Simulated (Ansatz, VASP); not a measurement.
# Cross-check of SnAu5 between VASP and Ansatz, part 2 of 2

Aim: how closely do two programs agree when they are given the same cell, functional and k mesh?

VASP 6.6.1 and Ansatz 0.2.0.

So far: The starting structure; VASP: relaxation of cell and atoms, PBEsol.

## 3. Ansatz: relaxation of cell and atoms, PBEsol

Level of this step: Ansatz beside VASP: Kohn-Sham DFT, plane waves, PBEsol (Ansatz).

Ansatz runs on its default PAW (the set named soft_2) files.

The same cell, functional, mesh and smearing now go to Ansatz, which takes its cutoff from its data sets.

Contents of input.yaml:

```yaml
crystal:
  lattice:
    - [2.546, 1.4699337854, 4.7776666667]
    - [-2.546, 1.4699337854, 4.7776666667]
    - [0.0, -2.9398675707, 4.7776666667]
  atoms:
    - { symbol: Au, position: [0.17365, 0.82635, 0.5] }
    - { symbol: Au, position: [0.82635, 0.5, 0.17365] }
    - { symbol: Au, position: [0.5, 0.17365, 0.82635] }
    - { symbol: Au, position: [0.3307, 0.3307, 0.3307] }
    - { symbol: Au, position: [0.6693, 0.6693, 0.6693] }
    - { symbol: Sn, position: [0.0, 0.0, 0.0] }
hamiltonian:
  xc: pbesol
  pseudopotentials: { kind: paw }
kpoints:
  mp_grid: { grid: [6, 6, 6] }
scf:
  occupations: { method: methfessel_paxton, width: 0.15 }
relax:
  f_tol: 0.01
  max_steps: 60
  cell: { stress_tol: 0.05 }
output:
  forces: true
  stress: true
```

Started as:

```console
$ ansatz run input.yaml --threads 4 --pin off --max-ram 9216MiB --backend cpu --events-out ev --progress --plain --runs-dir out
```

Numbers of over 12 decimals in the logs are rounded to 6 here.

Log:

```text
Engine: ansatz 0.2.0, aarch64-unknown-linux-gnu
Pseudopotentials: kind: paw
Pseudopotential: Au, paw, valence charge 19, recommended cutoff 420 eV (normal), Au.paw.azcp
Pseudopotential: Sn, paw, valence charge 14, recommended cutoff 420 eV (normal), Sn.paw.azcp
Functional definition: PBEsol
  exchange = pbesol_x
  correlation = pbesol_c
Crystal: 6 atoms, lattice volume = 107.281 Å³
Basis set: ecut = 420 eV, 2121 PW (Γ), exchange–correlation on 80×80×80 points (8 copies of the dense FFT grid, shifted against one another)
Bands: 66, of which v1, the nominal top of the filled ones, is band 55 counted from 1 (54 counted from 0)
Symmetry: 6 space group operations
Space group: R32 (ITA 155), of the structure as read, at distance tolerance 4.8e-5 Å
k-points: 32 of 216 (time reversal used)
Non-local potential: Au, projectors of the file, l = 0: 3, l = 1: 2, l = 2: 2, l = 3: 1
Non-local potential: Sn, projectors of the file, l = 0: 2, l = 1: 2, l = 2: 2, l = 3: 2
PAW form: soft (Blöchl's): semilocal exchange-correlation on the pseudo side does not see the compensation charge
PAW frozen core: Au, regenerated for the run's functional, and the local potential with it (the file was generated under x = pbe(κ = 0.804, μ = 0.219515), c = pbe(β = 0.066725))
PAW frozen core: Sn, regenerated for the run's functional, and the local potential with it (the file was generated under x = pbe(κ = 0.804, μ = 0.219515), c = pbe(β = 0.066725))
PAW one-centre angular grid: Au, 590 points (default); XC on 64 Gauss nodes
PAW one-centre angular grid: Sn, 590 points (default); XC on 64 Gauss nodes
Initial density: superposition of atomic densities (neutral atoms: chi_scale 0, normalization atom), corrected by the library's trained network
Initial wavefunctions: pseudopotential atomic-orbital guess
Functional: x = pbesol(κ = 0.804, μ = 0.123457), c = pbesol(β = 0.046)
SCF iter   1: F=—  HF=-70985.559766 eV  |F-HF|=—  |Δ(HF+E_count)|=         —  Δρ=5.53e-3  dr2=2.59e-2  ethr=1.77e-3  ⟨swp⟩=6.5  Hψ=7575  notcnv=0  defer=27
preconditioner: auto → Kerker (q_TF=auto, 2.736 Å⁻¹)  [metal: Δε(μ)=0.020 eV  Ē_g=12.470 eV  σ=0.150 eV  W_gap=0.11  n_scr=34 (ndim 8)  ℏωp=29.8 eV  f_vac=0.000  D(μ)=3.41/eV (n_scr^D=20)]
SCF iter   2: F=—  HF=-70985.554822 eV  |F-HF|=—  |Δ(HF+E_count)|=   4.94e-3  S|Δr|=    0.00e0  Δρ=2.64e-3  dr2=5.42e-3  ethr=2.38e-5  ⟨swp⟩=2.3  Hψ=3344  notcnv=0  defer=28
SCF iter   3: F=—  HF=-70985.553538 eV  |F-HF|=—  |Δ(HF+E_count)|=   1.28e-3  S|Δr|=    0.00e0  Δρ=5.95e-4  dr2=4.89e-4  ethr=4.97e-6  ⟨swp⟩=2.2  Hψ=2911  notcnv=0  defer=28
SCF iter   4: F=—  HF=-70985.553445 eV  |F-HF|=—  |Δ(HF+E_count)|=   9.32e-5  S|Δr|=    0.00e0  Δρ=1.48e-4  dr2=5.97e-5  ethr=4.48e-7  ⟨swp⟩=2.7  Hψ=3473  notcnv=0  defer=28
SCF iter   5: F=—  HF=-70985.553424 eV  |F-HF|=—  |Δ(HF+E_count)|=   2.08e-5  S|Δr|=    0.00e0  Δρ=5.79e-5  dr2=9.03e-6  ethr=5.47e-8  ⟨swp⟩=2.0  Hψ=2907  notcnv=0  defer=28
SCF iter   6: F=—  HF=-70985.553422 eV  |F-HF|=—  |Δ(HF+E_count)|=   2.31e-6  S|Δr|=    0.00e0  Δρ=1.70e-5  dr2=2.90e-7  ethr=8.28e-9  ⟨swp⟩=2.4  Hψ=3219  notcnv=0  defer=28
SCF iter   7: F=-70985.553422 eV  HF=-70985.553422 eV  |F-HF|=1.47e-8  |Δ(HF+E_count)|=   4.25e-8  S|Δr|=    0.00e0  Δρ=4.42e-6  dr2=2.41e-8  ethr=9.17e-11  ⟨swp⟩=4.6  Hψ=6798  notcnv=0
SCF 1 converged in 7 iterations: F = -70985.553422 eV  dr2 = 2.41e-8
  greatest PAW one-centre occupation: 1.001 electrons in one spin orbital (limit 2), on the Au atom at site 1 (counted from 0), in its partial waves of l = 0
relax step   1: F+E_penalty+E_count = -70985.55342175 eV  Δ(F+E_penalty+E_count) = +0.000e0 eV  max|allowed force component| = 5.618e-2 eV/Å  Δτ_max = 0.0000 Å  P = +0.194 GPa  Ω = 107.281 Å³  (7 SCF iters, dr2 threshold 1.00e-7 eV, accepted)
[... from here on, the SCF cycles and remarks between the steps are left out ...]
relax step   2: F+E_penalty+E_count = -70985.55818948 eV  Δ(F+E_penalty+E_count) = -4.768e-3 eV  max|allowed force component| = 5.981e-2 eV/Å  Δτ_max = 0.0142 Å  P = -0.465 GPa  Ω = 107.760 Å³  energy of the carried Pulay correction = -1.599e-4 eV  (5 SCF iters, dr2 threshold 6.00e-7 eV, accepted)
relax step   3: F+E_penalty+E_count = -70985.56792889 eV  Δ(F+E_penalty+E_count) = -9.739e-3 eV  max|allowed force component| = 1.386e-1 eV/Å  Δτ_max = 0.0106 Å  P = -0.193 GPa  Ω = 107.644 Å³  energy of the carried Pulay correction = -1.212e-4 eV  (5 SCF iters, dr2 threshold 6.00e-7 eV, accepted)
relax step   4: F+E_penalty+E_count = -70985.57658942 eV  Δ(F+E_penalty+E_count) = -8.661e-3 eV  max|allowed force component| = 1.651e-1 eV/Å  Δτ_max = 0.0044 Å  P = -0.293 GPa  Ω = 107.932 Å³  energy of the carried Pulay correction = -2.172e-4 eV  (5 SCF iters, dr2 threshold 6.00e-7 eV, accepted)
relax step   5: F+E_penalty+E_count = -70985.58056912 eV  Δ(F+E_penalty+E_count) = -3.980e-3 eV  max|allowed force component| = 5.402e-2 eV/Å  Δτ_max = 0.0221 Å  P = -1.015 GPa  Ω = 108.627 Å³  energy of the carried Pulay correction = -4.477e-4 eV  (5 SCF iters, dr2 threshold 6.00e-7 eV, accepted)
relax step   6: F+E_penalty+E_count = -70985.58380307 eV  Δ(F+E_penalty+E_count) = -3.234e-3 eV  max|allowed force component| = 3.359e-3 eV/Å  Δτ_max = 0.0075 Å  P = -0.073 GPa  Ω = 107.887 Å³  energy of the carried Pulay correction = -2.023e-4 eV  (5 SCF iters, dr2 threshold 6.00e-7 eV, accepted)
relax step   7: F+E_penalty+E_count = -70985.58384081 eV  Δ(F+E_penalty+E_count) = -3.774e-5 eV  max|allowed force component| = 2.835e-4 eV/Å  Δτ_max = 0.0003 Å  P = +0.001 GPa  Ω = 107.829 Å³  energy of the carried Pulay correction = -1.829e-4 eV  (5 SCF iters, dr2 threshold 1.77e-8 eV, accepted)
relax step   8: F+E_penalty+E_count = -70985.58399068 eV  Δ(F+E_penalty+E_count) = -1.499e-4 eV  max|allowed force component| = 3.044e-4 eV/Å  Δτ_max = 0.0000 Å  P = -0.002 GPa  Ω = 107.829 Å³  stress off target by 3.59e-3 GPa  SCF on the basis re-selected at this cell (its energy is not comparable with the rows above)  (5 SCF iters)
basis re-selected at this cell: Δ(F+E_penalty+E_count) = -1.499e-4 eV, ΔP = -0.003 GPa vs the last step (what re-selecting the basis moved, of the pressure what is left beyond the Pulay correction that the steps carried, after the strain that the cell walked since its last selection, with what the two solves' SCF thresholds leave and, on support functions, any second-order correction that the steps lacked; it is no m [...]
SCF converged after 5 iterations
Stability not checked: this state was not tested for a lower state beside it, because cold or Methfessel-Paxton smearing, or corrected tetrahedra, fill the levels in a way that the test cannot read (fill_not_monotonic; see scf.lower_state_search)
Free energy (F): -70985.583991 eV
Harris-Foulkes:  -70985.583991 eV  (|F-HF|=0.00e0)
Internal energy: -70985.583886 eV  (E = F + TS)
E sigma→0 (E₀):  -70985.583965 eV
Entropy (-TS):   -0.000104 eV (-0.017 meV/atom)
Fermi energy:    19.121702 eV
--- Per-component energies (eV) ---
  E_band       = -1164.326830
  E_kinetic    = 3212.498715
  E_local      = -9653.732752  (includes V_loc(G=0)·N_el)
  E_nonlocal   = 356.679221
  E_hartree    = 4283.486934
  E_xc         = -1513.222856
  E_vxc        = -1471.483467  (∫ρ·V_xc dr)
  E_paw        = -51895.106994  (= ΣΔE_a)
  E_vpaw       = -2175.269453  (= ΣTr[D̂ρ^β])
  E_aug_tail   = 0.007021  (compensation charges beyond the density's cutoff)
  E_ewald      = -15778.025411
  E_core_change = 1.832235  (= ΣΔE_core)
  E_smearing   = -0.000104  (= −TS)
  E_closure    = -0.000000  (closes the sum)
  Σ components = -70985.583991   (vs F -70985.583991, Δ=0.00e0)
--- Forces (eV/Å), atoms counted from 1 ---
  atom   1  Au     0.00030440    -0.00000000     0.00000000
  atom   2  Au    -0.00015220    -0.00026362     0.00000000
  atom   3  Au    -0.00015220     0.00026362    -0.00000000
  atom   4  Au    -0.00000000     0.00000000     0.00008272
  atom   5  Au    -0.00000000    -0.00000000    -0.00008272
  atom   6  Sn    -0.00000000    -0.00000000     0.00000000
  max |Σ_I F_I| component: 3.82e-17 eV/Å
--- Stress (GPa, compression-positive) ---
       -0.000905      -0.000000       0.000000
       -0.000000      -0.000905      -0.000000
        0.000000      -0.000000      -0.003586
  P = ⅓ Tr σ = -0.0018 GPa (-0.018 kbar)
--- Relaxed structure (7 steps of the walk, 7 accepted, 1 SCFs on fresh bases) ---
  F+E_penalty+E_count = -70985.58399068 eV   max|allowed force component| = 3.044e-4 eV/Å   (the final SCF, on the basis selected at the relaxed cell)
  cell:  # Å, volume = 107.8290 Å³
    - [2.600046, 1.501137, 4.604506]
    - [-2.600046, 1.501137, 4.604506]
    - [2.6550004197811936e-18, -3.002274, 4.604506]
  atoms:
    - { symbol: Au, position: [0.176890, 0.823110, 0.5] }
    - { symbol: Au, position: [0.823110, 0.500000, 0.176890] }
    - { symbol: Au, position: [0.500000, 0.176890, 0.823110] }
    - { symbol: Au, position: [0.329213, 0.329213, 0.329213] }
    - { symbol: Au, position: [0.670787, 0.670787, 0.670787] }
    - { symbol: Sn, position: [-1.6855246137220302e-19, 1.4018539214299048e-19, 0] }
```

The job ended after 36 s (4 threads of Arm Neoverse V1, shared host; peak memory 0.55 GiB; 2.3 min of CPU time).

## 4. Comparison

Known differences besides the PAW data sets themselves: both relaxations stop at a tolerance, which leaves soft axes loose, and VASP keeps its plane-wave basis; the data sets hold 109 valence electrons in Ansatz (default PAW (the set named soft_2) files) and 59 in VASP; the cutoff is 420 eV in Ansatz and 350 eV in VASP; Ansatz makes its cores anew for this functional, VASP keeps those of its PBE data sets; VASP leaves aspherical gradient terms in its spheres out (LASPH is not set), Ansatz keeps them; Ansatz adds a Pulay correction to the stress that steers its cell, VASP none. Total energies have different zeros and are not compared.

Both answers:

```csv
quantity,Ansatz,VASP,difference
volume (Å³),107.83,107.15,+0.63 %
"edge a after relaxation, in the typed setting (Å)",5.497,5.496,+0.01 %
```

The walks stopped with 0.00 GPa left in Ansatz and 0.02 GPa in VASP; each walk ends within a tolerance, so the volume difference is uncertain by about these residues over the bulk modulus, most in soft cells.

## 5. Results

```json
{
 "difference in volume (relaxation of cell and atoms, PBEsol)": "0.63 %"
}
```

The difference in volume is 0.63 % (relaxation of cell and atoms, PBEsol), within the 1.2 % picked in this series as the mark of a large difference, as far as the stopping tolerances let one tell. How closely two codes agree says nothing of how well the functional describes the real material.

[Lines on the potential files, build, host, timing and source positions are cut from VASP's logs without a mark.]

[Logs are printed without paths, hosts, clocks, repeated set-up lines and the standing remarks that a program may print on its own settings, such as how far it seeks lower states.]

[Hosts, paths, dates, database ids (printed as entryN), source tags and the programs' standing remarks are cut or masked in the printed files.]
